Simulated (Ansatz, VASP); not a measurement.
# HfB in two plane-wave programs, part 2 of 2

Wanted: the spread between two codes on one cell, functional and k mesh. The cell is taken from a series of runs on this material, whose earlier steps may have relaxed, scaled, displaced or heated it; both programs get it as it stands.

VASP 6.6.1 and Ansatz 0.2.0.

So far: The structure; VASP: zone-centre phonons, RPBE.

## 3. Ansatz: zone-centre phonons, RPBE

Level of this step: Ansatz beside VASP: Kohn-Sham DFT, plane waves, RPBE (Ansatz).

Ansatz runs on its default PAW (the set named soft_2) files.

The same cell, functional, mesh and smearing now go to Ansatz, which takes its cutoff from its data sets.

File input.yaml:

```yaml
crystal:
  lattice:
    - [0.0, 2.4324802921, 2.4324802921]
    - [2.4324802921, 0.0, 2.4324802921]
    - [2.4324802921, 2.4324802921, 0.0]
  atoms:
    - { symbol: Hf, position: [0.5, 0.5, 0.5] }
    - { symbol: B, position: [0.0, 0.0, 0.0] }
kpoints:
  mp_grid: { grid: [16, 16, 16] }
hamiltonian:
  xc: rpbe
scf:
  occupations: { method: methfessel_paxton, width: 0.15 }
output:
  eigenvalues: true
phonons:
  method: dfpt
  qmesh: [2, 2, 2]
  temperatures: { t_max: 1000, t_step: 50 }
  qpath:
    path:
      - [[0.0, 0.0, 0.0], [0.5, 0.0, 0.5], [0.625, 0.25, 0.625]]
      - [[0.375, 0.375, 0.75], [0.0, 0.0, 0.0], [0.5, 0.5, 0.5], [0.5, 0.25, 0.75], [0.5, 0.0, 0.5]]
    npoints: 10
```

On the command line:

```
$ ansatz run input.yaml --threads 4 --pin off --max-ram 7168MiB --backend cpu --events-out ev --progress --plain --runs-dir out
```

Numbers of over 12 decimals in the logs are rounded to 6 here.

Output:

```text
Engine: ansatz 0.2.0, x86_64-unknown-linux-gnu
Pseudopotentials: kind: paw
Pseudopotential: Hf, paw, valence charge 26, recommended cutoff 420 eV (normal), Hf.paw.azcp
Pseudopotential: B, paw, valence charge 3, recommended cutoff 420 eV (normal), B.paw.azcp
Functional definition: RPBE
  parameter kappa = 0.804
  parameter beta = 0.066725
  exchange = rpbe_x(kappa = kappa, mu = beta*pi^2/3)
  correlation = pbe_c(beta = beta)
Crystal: 2 atoms, lattice volume = 28.786 Å³
Basis set: ecut = 420 eV, 537 PW (Γ), exchange–correlation on 48×48×48 points (8 copies of the dense FFT grid, shifted against one another)
Bands: 19, of which v1, the nominal top of the filled ones, is band 15 counted from 1 (14 counted from 0)
Symmetry: 48 space group operations
k-points: 145 of 4096
Non-local potential: Hf, projectors of the file, l = 0: 3, l = 1: 2, l = 2: 2, l = 3: 3
Non-local potential: B, projectors of the file, l = 0: 2, l = 1: 2, l = 2: 1
PAW form: soft (Blöchl's): semilocal exchange-correlation on the pseudo side does not see the compensation charge
PAW frozen core: Hf, regenerated for the run's functional, and the local potential with it (the file was generated under x = pbe(κ = 0.804, μ = 0.219515), c = pbe(β = 0.066725))
PAW frozen core: B, regenerated for the run's functional, and the local potential with it (the file was generated under x = pbe(κ = 0.804, μ = 0.219515), c = pbe(β = 0.066725))
PAW one-centre angular grid: Hf, 590 points (default); XC on 64 Gauss nodes
PAW one-centre angular grid: B, 110 points (default); XC on 64 Gauss nodes
Initial density: superposition of atomic densities (neutral atoms: chi_scale 0, normalization atom), corrected by the library's trained network
Initial wavefunctions: pseudopotential atomic-orbital guess
Functional: x = rpbe, c = pbe(β = 0.066725)
SCF iter   1: F=—  HF=-15891.626267 eV  |F-HF|=—  |Δ(HF+E_count)|=         —  Δρ=2.97e-3  dr2=1.65e-3  ethr=1.77e-3  ⟨swp⟩=3.9  Hψ=10672  notcnv=0
preconditioner: auto → Kerker (q_TF=auto, 2.732 Å⁻¹)  [metal: Δε(μ)=0.035 eV  Ē_g=17.774 eV  σ=0.150 eV  W_gap=0.20  n_scr=14 (ndim 8)  ℏωp=36.0 eV  f_vac=0.000  D(μ)=0.89/eV (n_scr^D=8)]
SCF iter   2: F=—  HF=-15891.626432 eV  |F-HF|=—  |Δ(HF+E_count)|=   1.65e-4  S|Δr|=    0.00e0  Δρ=1.94e-3  dr2=8.28e-4  ethr=5.69e-6  ⟨swp⟩=2.2  Hψ=4727  notcnv=0
SCF iter   3: F=—  HF=-15891.626557 eV  |F-HF|=—  |Δ(HF+E_count)|=   1.25e-4  S|Δr|=    0.00e0  Δρ=6.20e-4  dr2=8.02e-5  ethr=2.86e-6  ⟨swp⟩=2.1  Hψ=4530  notcnv=0
SCF iter   4: F=—  HF=-15891.626483 eV  |F-HF|=—  |Δ(HF+E_count)|=   7.36e-5  S|Δr|=    0.00e0  Δρ=2.16e-4  dr2=8.68e-6  ethr=2.77e-7  ⟨swp⟩=2.0  Hψ=4383  notcnv=0
SCF iter   5: F=—  HF=-15891.626485 eV  |F-HF|=—  |Δ(HF+E_count)|=   1.65e-6  S|Δr|=    0.00e0  Δρ=6.20e-5  dr2=7.65e-7  ethr=2.99e-8  ⟨swp⟩=2.0  Hψ=4808  notcnv=0
SCF iter   6: F=—  HF=-15891.626485 eV  |F-HF|=—  |Δ(HF+E_count)|=   1.23e-7  S|Δr|=    0.00e0  Δρ=1.07e-5  dr2=2.01e-8  ethr=2.64e-9  ⟨swp⟩=2.0  Hψ=3202  notcnv=0
SCF iter   7: F=—  HF=-15891.626485 eV  |F-HF|=—  |Δ(HF+E_count)|=   1.76e-9  S|Δr|=    0.00e0  Δρ=3.55e-6  dr2=1.93e-9  ethr=6.92e-11  ⟨swp⟩=2.1  Hψ=4413  notcnv=0
SCF iter   8: F=—  HF=-15891.626485 eV  |F-HF|=—  |Δ(HF+E_count)|=  8.69e-10  S|Δr|=    0.00e0  Δρ=1.72e-6  dr2=4.93e-10  ethr=6.64e-12  ⟨swp⟩=2.0  Hψ=4496  notcnv=0
SCF iter   9: F=—  HF=-15891.626485 eV  |F-HF|=—  |Δ(HF+E_count)|=  1.35e-10  S|Δr|=    0.00e0  Δρ=5.34e-7  dr2=4.80e-11  ethr=1.70e-12  ⟨swp⟩=2.2  Hψ=4530  notcnv=0
SCF iter  10: F=-15891.626485 eV  HF=-15891.626485 eV  |F-HF|=3.64e-12  |Δ(HF+E_count)|=  7.28e-12  S|Δr|=    0.00e0  Δρ=5.18e-8  dr2=4.78e-13  ethr=1.00e-12  ⟨swp⟩=5.7  Hψ=11923  notcnv=0
SCF 1 converged in 10 iterations: F = -15891.626485 eV  dr2 = 4.78e-13
  greatest PAW one-centre occupation: 0.999 electrons in one spin orbital (limit 2), on the Hf atom at site 0 (counted from 0), in its partial waves of l = 0
phonons: the bands overlap, so this run is a metal and interpolates without the dipole-dipole term. If the crystal is really an insulator or semiconductor, its LO-TO splitting is missing
NSCF: frozen V_eff on 145 k-points
NSCF: frozen V_eff on 349 k-points
DFPT response loops at q = (0, 0, 0) (fractional): preconditioner auto → Kerker (q_TF=auto, 2.732 Å⁻¹) (partly filled bands, converged f_vac=0.000); β = 1.00, the filter's whole step (`scf.mixing.beta` (0.50) is not read by the response loops under this deck's `scf.mixing.preconditioner`; to damp them name `kerker` or `kerker_dos`, under which they read `scf.mixing.beta`, and type it under 1.00, their step now; both keys bind the ground state too); Broyden in place of MSR1
NSCF: frozen V_eff on 2196 k-points
DFPT response loops at q = (0, 0, -0.5) (fractional): mixed as the last ones told, above
NSCF: frozen V_eff on 1242 k-points
DFPT response loops at q = (0, -0.5, -0.5) (fractional): mixed as the last ones told, above
SCF converged after 10 iterations
Stability not checked: this state was not tested for a lower state beside it, because cold or Methfessel-Paxton smearing, or corrected tetrahedra, fill the levels in a way that the test cannot read (fill_not_monotonic; see scf.lower_state_search)
Free energy (F): -15891.626485 eV
Harris-Foulkes:  -15891.626485 eV  (|F-HF|=3.64e-12)
Internal energy: -15891.627903 eV  (E = F + TS)
E sigma→0 (E₀):  -15891.626839 eV
Entropy (-TS):   0.001419 eV (0.709 meV/atom)
Fermi energy:    16.742799 eV
--- Per-component energies (eV) ---
  E_band       = 20.715754
  E_kinetic    = 468.005072
  E_local      = -5418.420835  (includes V_loc(G=0)·N_el)
  E_nonlocal   = -1233.414005
  E_hartree    = 2542.871858
  E_xc         = -331.791011
  E_vxc        = -303.176417  (∫ρ·V_xc dr)
  E_paw        = -7019.168758  (= ΣΔE_a)
  E_vpaw       = 1421.978174  (= ΣTr[D̂ρ^β])
  E_aug_tail   = -0.000003  (compensation charges beyond the density's cutoff)
  E_ewald      = -4899.513669
  E_core_change = -0.196552  (= ΣΔE_core)
  E_smearing   = 0.001419  (= −TS)
  E_closure    = -0.000000  (closes the sum)
  Σ components = -15891.626485   (vs F -15891.626485, Δ=0.00e0)
--- Band table (eV; the first three rows and the last of 145) ---
  k-point 0: bands = [... 11 lower, 7.6438, 18.7747, 18.7747, 18.7747, 20.3060, 20.3060, 20.3060, 20.3747]
  k-point 1: bands = [... 11 lower, 7.7374, 18.3998, 18.7010, 18.7010, 19.5117, 19.5117, 20.4922, 21.4307]
  k-point 2: bands = [... 11 lower, 8.0126, 17.6094, 18.1453, 18.1453, 19.4213, 19.4213, 20.7756, 22.6328]
  k-point 144: bands = [... 11 lower, 11.2039, 15.3517, 15.3517, 15.5230, 21.5389, 21.5389, 23.2730, 23.3992]
--- Phonons (Γ-DFPT): 2 representative perturbations + reference (Σ response iterations 6) ---
  ASR residual: 1.977e-5 → 0.000e0 eV/Å²; symmetrization residual: 5.456e-7 eV/Å²
  ASR residual per site (eV/Å²): 1.80e-5 1.98e-5
  Γ frequencies (cm⁻¹): 0.00 0.00 0.00 442.80 442.80 442.80
--- Phonons (arbitrary-q DFPT): 3 irreducible q on the 2×2×2 mesh ---
  q = [0.0000, 0.0000, 0.0000] (star 1, of the zone-centre solve; hermiticity 1.48e-7, symmetrization 2.32e-12): -0.00 0.00 0.00 442.80 442.80 442.80
  q = [0.0000, 0.0000, -0.5000] (star 4, 2 solved perturbations on 1098 of 4096 k-point pairs; hermiticity 7.02e-8, symmetrization 3.51e-8): 137.44 138.00 138.00 440.40 440.40 488.16
  q = [0.0000, -0.5000, -0.5000] (star 3, 4 solved perturbations in 1940 linear systems a pass and spin channel, the states on 621 of 4096 k-point pairs; hermiticity 5.76e-8, symmetrization 3.64e-8): 118.85 118.85 154.63 467.15 467.15 549.90
  sum rule: each row above includes the acoustic sum rule's correction from the zone centre's row sums; it moved no ω² by more than (0.71 cm⁻¹)²
  mesh force constants: q→R imaginary residual 2.63e-17; ASR residual 1.977e-5 → 0.000e0 eV/Å²; symmetrization residual 8.882e-15 eV/Å²
  interpolated dispersion: 62 rows × 6 modes
  density of states and harmonic sums: on the 22×22×22 q-mesh, interpolated from the force constants of a 2×2×2 supercell (no non-analytic term)
  largest difference from the sums on the solved wave vectors: F 7.75e-2 eV, S 1.10e-4 and C_V 3.23e-5 eV/K
  zero-point energy: 0.110514 eV/cell   skipped modes (ω ≤ 0): 3   left out of the sums: 4.70e-5 of the cell's modes: C_V's classical limit lies that fraction below 3 k_B per atom; for a crystal, a wire or a layer, F and S can be off by more, and a phonons.interpolated_qmesh denser along its periods is the remedy for the sampling
```

## 4. Differences

Known differences besides the potentials themselves: VASP's run holds the zone centre alone; the data sets hold 29 valence electrons in Ansatz (on its default PAW (the set named soft_2) files) and 13 in VASP; the cutoff is 420 eV in Ansatz and 500 eV in VASP; Ansatz makes its cores anew for this functional, VASP keeps those of its PBE data sets. Total energies have different zeros and are not compared.

Compared:

```tsv
quantity	Ansatz	VASP	difference
optical mode 1 to 3 (cm⁻¹)	442.8	441.9	+0.21 %
```

Modes are paired by rising frequency, not by their patterns, so a pair may set unlike modes beside each other; they are those without the splitting of longitudinal modes.

## 5. What came out

| Item | Value |
| --- | --- |
| r.m.s. difference of the optical zone-centre modes, each program's sorted by frequency (zone-centre phonons, RPBE) | 0.91 cm⁻¹ |

**Reading.** The r.m.s. difference of the optical zone-centre modes, each program's sorted by frequency is 0.91 cm⁻¹ (zone-centre phonons, RPBE). The data sets hold unlike numbers of valence electrons (29 in Ansatz and 13 in VASP), so part of the differences comes from the potentials. How closely two codes agree says nothing of how well the functional describes the real material.

[Lines on the potential files, build, host, timing and source positions are cut from VASP's logs without a mark.]

[Logs are printed without paths, hosts, clocks, repeated set-up lines and the standing remarks that a program may print on its own settings, such as how far it seeks lower states.]

[Hosts, paths, dates, database ids (printed as entryN), source tags and the programs' standing remarks are cut or masked in the printed files.]
